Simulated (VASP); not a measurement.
An input for Ansatz (written as the equivalent of a VASP run, and not itself run):

Ansatz 0.2 input:
```yaml
crystal:
  lattice:
    - [0.0000000, 2.7972700, 2.7972700]
    - [2.7972700, 0.0000000, 2.7972700]
    - [2.7972700, 2.7972700, 0.0000000]
  atoms:
    - { symbol: Lu, position: [0.0000000, 0.0000000, 0.0000000] }
    - { symbol: Se, position: [0.5000000, 0.5000000, 0.5000000] }
kpoints:
  mp_grid: { grid: [10, 10, 10] }
hamiltonian:
  xc: r2scan
  pseudopotentials: { kind: paw }
scf:
  occupations: { method: methfessel_paxton, width: 0.1 }
  max_iter: 100
relax:
  max_steps: 60
  f_tol: 0.01
  cell: {}
output: { forces: true, stress: true, eigenvalues: true }
```

Q: Translate this input to VASP (INCAR, KPOINTS, POSCAR, choice of POTCAR).

A: One answer among several that fit: 
**INCAR**
```
# general
SYSTEM  = LuSe
PREC    = Accurate
ENCUT   = 400
LREAL   = F
LASPH   = T

# electronic loop
EDIFF   = 1E-6
NELM    = 100
ALGO    = Normal
LMAXMIX = 6
LMIXTAU = T

# smearing
ISMEAR  = 1
SIGMA   = 0.1

# functional
METAGGA = R2SCAN

# ions
IBRION  = 2
NSW     = 60
ISIF    = 3
EDIFFG  = -0.01

# output
LWAVE   = F
LCHARG  = F
```

POSCAR:
```
LuSe
1
    0.0000000000     2.7972700000     2.7972700000
    2.7972700000     0.0000000000     2.7972700000
    2.7972700000     2.7972700000     0.0000000000
Lu Se
1 1
Direct
  0.0000000000   0.0000000000   0.0000000000
  0.5000000000   0.5000000000   0.5000000000
```

File KPOINTS:
```
Automatic mesh
0
Gamma
10 10 10
0 0 0
```

POTCAR, in this order: Lu_3 Se (PBE.64 set). Program: vasp_std.

The two are equivalent in intent, not identical: each code has its own PAW files, so the cut-off isn't converted (ENCUT is set for VASP's; basis.ecutwfc is left out, and Ansatz then takes the one that its files recommend); Ansatz stops its SCF on the density residual and VASP on the energy change (EDIFF).

The structure comes from a computed database's LuSe entry (Fm-3m); how it stands against other phases isn't given here. The cell was not relaxed at this level.
